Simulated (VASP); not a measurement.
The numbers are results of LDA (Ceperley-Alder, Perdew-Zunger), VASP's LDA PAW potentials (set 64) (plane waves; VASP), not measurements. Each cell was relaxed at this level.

Question: Which of these has an unstable (imaginary) mode at Γ?
A. CdF2, Fm-3m (225)
B. ZnS, F-43m (216)
C. NaHO, Cmcm (63)
D. LiF, Fm-3m (225)

Answer: C, NaHO, Cmcm (63). Its optical Γ-point modes are 487i, 58, 122, 248, 257, 260, 261, 266, 290, 325, 347, 684, 974, 3619, 3654 cm⁻¹.
